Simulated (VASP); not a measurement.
These are modified Becke-Johnson potential (mBJ), VASP's PBE PAW potentials (set 64) (plane waves; VASP) values and carry that method's errors.

A VASP calculation is set up with these files.

**KPOINTS**
```
Automatic mesh
0
Gamma
6 6 4
0 0 0
```

File KPOINTS_OPT:
```
k-points along high-symmetry lines
7
Line-mode
Reciprocal
  0.000000   0.000000   0.000000 ! GAMMA
  0.500000   0.000000   0.000000 ! M

  0.500000   0.000000   0.000000 ! M
  0.333333   0.333333   0.000000 ! K

  0.333333   0.333333   0.000000 ! K
  0.000000   0.000000   0.000000 ! GAMMA

  0.000000   0.000000   0.000000 ! GAMMA
  0.000000   0.000000   0.500000 ! A

  0.000000   0.000000   0.500000 ! A
  0.500000   0.000000   0.500000 ! L

  0.500000   0.000000   0.500000 ! L
  0.333333   0.333333   0.500000 ! H

  0.333333   0.333333   0.500000 ! H
  0.000000   0.000000   0.500000 ! A

  0.500000   0.000000   0.500000 ! L
  0.500000   0.000000   0.000000 ! M

  0.333333   0.333333   0.500000 ! H
  0.333333   0.333333   0.000000 ! K
```

### POSCAR
```
La2O3
1
    1.9688826920    -3.4102047660     0.0000000000
    1.9688826920     3.4102047660     0.0000000000
    0.0000000000     0.0000000000     6.1839676993
La O
2 3
Direct
  0.3333330000   0.6666670000   0.2472692539
  0.6666670000   0.3333330000   0.7527307461
  0.0000000000   0.0000000000   1.0000000000
  0.3333330000   0.6666670000   0.6457762275
  0.6666670000   0.3333330000   0.3542237725
```

INCAR:
```
SYSTEM = La2O3
PREC = Accurate
ENCUT = 520
EDIFF = 1E-6
NELM = 200
ALGO = Normal
LREAL = .FALSE.
LASPH = .TRUE.
ISMEAR = 0
SIGMA = 0.05
METAGGA = MBJ
LMIXTAU = .TRUE.
LMAXMIX = 6
LWAVE = .FALSE.
LCHARG = .FALSE.
ISIF = 0
```

POTCAR, in this order: La O (PBE.64 set). Program: vasp_std. Read from the step before: WAVECAR.

**OSZICAR**
```
...
DAV: 160     0.770918782583E+03   -0.73371E+02   -0.38720E+02  1856   0.336E+02    0.150E+01
DAV: 161     0.808741493131E+03    0.37823E+02   -0.34304E+02  2008   0.316E+02    0.123E+01
DAV: 162     0.769293111647E+03   -0.39448E+02   -0.55190E+02  2136   0.437E+02    0.135E+01
DAV: 163     0.780330921449E+03    0.11038E+02   -0.67508E+02  1776   0.493E+02    0.156E+01
DAV: 164     0.425706105455E+03   -0.35462E+03   -0.21684E+03  2128   0.883E+02    0.272E+01
DAV: 165     0.815814829210E+03    0.39011E+03   -0.13687E+03  1816   0.509E+02    0.182E+01
DAV: 166     0.846167444995E+03    0.30353E+02   -0.44277E+02  2072   0.360E+02    0.735E+00
DAV: 167     0.821920388138E+03   -0.24247E+02   -0.11373E+02  1808   0.178E+02    0.958E+00
DAV: 168     0.805496091221E+03   -0.16424E+02   -0.20777E+02  1984   0.261E+02    0.112E+01
DAV: 169     0.844137659362E+03    0.38642E+02   -0.17782E+02  1568   0.171E+02    0.396E+00
DAV: 170     0.837962271058E+03   -0.61754E+01   -0.33764E+01  1720   0.952E+01    0.497E+00
DAV: 171     0.714580367430E+03   -0.12338E+03   -0.69950E+02  2168   0.418E+02    0.230E+01
DAV: 172     0.816530221049E+03    0.10195E+03   -0.85070E+02  1888   0.449E+02    0.146E+01
DAV: 173     0.828180462499E+03    0.11650E+02   -0.11755E+02  1976   0.148E+02    0.101E+01
DAV: 174     0.843085307515E+03    0.14905E+02   -0.76553E+01  1936   0.101E+02    0.475E+00
DAV: 175     0.838741231690E+03   -0.43441E+01   -0.22407E+01  2184   0.714E+01    0.434E+00
DAV: 176     0.838668862619E+03   -0.72369E-01   -0.29695E+00  2040   0.242E+01    0.391E+00
DAV: 177     0.835828030232E+03   -0.28408E+01   -0.10877E+01  1920   0.517E+01    0.504E+00
DAV: 178     0.842696283030E+03    0.68683E+01   -0.43103E+01  1800   0.964E+01    0.284E+00
DAV: 179     0.842561018652E+03   -0.13526E+00   -0.29358E+00  2176   0.178E+01    0.259E+00
DAV: 180     0.842455603751E+03   -0.10541E+00   -0.66515E-01  2016   0.107E+01    0.243E+00
DAV: 181     0.842347523251E+03   -0.10808E+00   -0.12298E-01  2176   0.394E+00    0.243E+00
DAV: 182     0.842431885167E+03    0.84362E-01   -0.48286E-01  1480   0.908E+00    0.237E+00
DAV: 183     0.842567164773E+03    0.13528E+00   -0.14526E+00  1192   0.221E+01    0.239E+00
DAV: 184     0.842540865130E+03   -0.26300E-01   -0.75713E-01  1368   0.108E+01    0.231E+00
DAV: 185     0.842709638828E+03    0.16877E+00   -0.30440E+00  1152   0.326E+01    0.223E+00
DAV: 186     0.843025387002E+03    0.31575E+00   -0.14883E+00  1928   0.168E+01    0.239E+00
DAV: 187     0.842521212346E+03   -0.50417E+00   -0.27762E+00  1936   0.179E+01    0.314E+00
DAV: 188     0.842484117680E+03   -0.37095E-01   -0.28811E-01  2288   0.627E+00    0.327E+00
DAV: 189     0.842526451197E+03    0.42334E-01   -0.12382E-01  1536   0.511E+00    0.329E+00
DAV: 190     0.842503324620E+03   -0.23127E-01   -0.14927E-01  1528   0.554E+00    0.330E+00
DAV: 191     0.842486771901E+03   -0.16553E-01   -0.27930E-01  1456   0.877E+00    0.332E+00
DAV: 192     0.842009649094E+03   -0.47712E+00   -0.11600E+00  1952   0.125E+01    0.376E+00
DAV: 193     0.841780808109E+03   -0.22884E+00   -0.25737E-01  2080   0.680E+00    0.396E+00
DAV: 194     0.841792713874E+03    0.11906E-01   -0.96103E-01  1256   0.169E+01    0.390E+00
DAV: 195     0.841805406851E+03    0.12693E-01   -0.50094E-01  1448   0.890E+00    0.391E+00
DAV: 196     0.840094009650E+03   -0.17114E+01   -0.68424E+00  1952   0.365E+01    0.494E+00
DAV: 197     0.842232002955E+03    0.21380E+01   -0.40263E+00  1920   0.304E+01    0.446E+00
DAV: 198     0.842002990717E+03   -0.22901E+00   -0.35026E-01  1768   0.807E+00    0.450E+00
DAV: 199     0.842837294042E+03    0.83430E+00   -0.17829E+00  1824   0.193E+01    0.402E+00
DAV: 200     0.843106636535E+03    0.26934E+00   -0.91378E-01  1896   0.143E+01
   1 F= 0.84310664E+03 E0= 0.84310664E+03  d E =-.707862E-12
       N       E                     dE             ncg
       N       E                     dE             ncg
       N       E                     dE             ncg
```

Q: The electronic loop did not converge. What happens with NELM = 300, IMIX = 1, AMIX = 0.1?

A: Convergence was not reached.
### OSZICAR
```
...
DAV: 265     0.725041705784E+03   -0.14652E+03   -0.17700E+03  2200   0.997E+02    0.315E+01
DAV: 266    -0.750684839424E+04   -0.82319E+04   -0.88457E+04  2256   0.168E+04    0.175E+02
DAV: 267     0.872214692425E+03    0.83791E+04   -0.85669E+03  1824   0.963E+02    0.367E+01
DAV: 268     0.245291793136E+03   -0.62692E+03   -0.96184E+03  2296   0.328E+03    0.143E+02
DAV: 269     0.858178442656E+03    0.61289E+03   -0.34591E+03  2160   0.735E+02    0.359E+01
DAV: 270     0.880380541110E+03    0.22202E+02   -0.60442E+02  1960   0.397E+02    0.421E+01
DAV: 271     0.868192150332E+03   -0.12188E+02   -0.23284E+02  1936   0.171E+02    0.423E+01
DAV: 272     0.857556300315E+03   -0.10636E+02   -0.43360E+02  1592   0.442E+02    0.284E+01
DAV: 273     0.750076611241E+03   -0.10748E+03   -0.78523E+02  2248   0.392E+02    0.339E+01
DAV: 274     0.715590256063E+03   -0.34486E+02   -0.40275E+03  1784   0.956E+02    0.294E+01
DAV: 275    -0.453706464309E+05   -0.46086E+05   -0.53268E+05  2048   0.902E+04    0.362E+02
DAV: 276     0.114351638564E+04    0.46514E+05   -0.14847E+04  1832   0.166E+03    0.315E+01
DAV: 277     0.879455514108E+03   -0.26406E+03   -0.32637E+03  1848   0.640E+02    0.494E+01
DAV: 278     0.712544233393E+03   -0.16691E+03   -0.34866E+03  2128   0.158E+03    0.747E+01
DAV: 279    -0.135399095524E+05   -0.14252E+05   -0.12189E+05  2168   0.136E+04    0.752E+01
DAV: 280     0.781986221261E+03    0.14322E+05   -0.10941E+04  1664   0.752E+02    0.583E+01
DAV: 281     0.860312853268E+03    0.78327E+02   -0.22537E+03  2192   0.482E+02    0.450E+01
DAV: 282     0.731262499229E+03   -0.12905E+03   -0.15070E+03  2304   0.605E+02    0.315E+01
DAV: 283     0.813724795817E+03    0.82462E+02   -0.11147E+03  1904   0.621E+02    0.470E+01
DAV: 284     0.853509666848E+03    0.39785E+02   -0.45357E+02  1864   0.246E+02    0.438E+01
DAV: 285     0.858406721107E+03    0.48971E+01   -0.85597E+01  2208   0.151E+02    0.377E+01
DAV: 286     0.801257079061E+03   -0.57150E+02   -0.69344E+02  1984   0.633E+02    0.224E+01
DAV: 287     0.743922214810E+03   -0.57335E+02   -0.16730E+03  2280   0.926E+02    0.336E+01
DAV: 288     0.440085109074E+03   -0.30384E+03   -0.75241E+03  1816   0.143E+03    0.347E+01
DAV: 289     0.873047911840E+03    0.43296E+03   -0.20534E+03  1592   0.474E+02    0.222E+01
DAV: 290     0.865594204510E+03   -0.74537E+01   -0.43752E+02  1760   0.310E+02    0.269E+01
DAV: 291     0.854819616753E+03   -0.10775E+02   -0.96100E+01  2120   0.133E+02    0.273E+01
DAV: 292     0.852651374130E+03   -0.21682E+01   -0.47545E+01  2296   0.122E+02    0.240E+01
DAV: 293     0.774309918282E+03   -0.78341E+02   -0.13728E+03  1776   0.910E+02    0.154E+01
DAV: 294     0.855508150716E+03    0.81198E+02   -0.52424E+02  2008   0.319E+02    0.196E+01
DAV: 295     0.860820445484E+03    0.53123E+01   -0.10388E+02  1952   0.169E+02    0.178E+01
DAV: 296     0.866758776692E+03    0.59383E+01   -0.48106E+01  1760   0.153E+02    0.140E+01
DAV: 297     0.635773668897E+03   -0.23099E+03   -0.19584E+03  2240   0.855E+02    0.245E+01
DAV: 298    -0.792561593821E+03   -0.14283E+04   -0.68580E+03  1984   0.192E+03    0.591E+01
DAV: 299    -0.233224322070E+04   -0.15397E+04   -0.15310E+04  2304   0.401E+03    0.103E+02
DAV: 300     0.849842806879E+03    0.31821E+04   -0.87269E+03  1728   0.112E+03
   1 F= 0.84984281E+03 E0= 0.84984336E+03  d E =-.110311E-02
       N       E                     dE             ncg
       N       E                     dE             ncg
       N       E                     dE             ncg
```

The compound is La2O3 in the a-type structure. The cell's shape comes from a PBE relaxation.
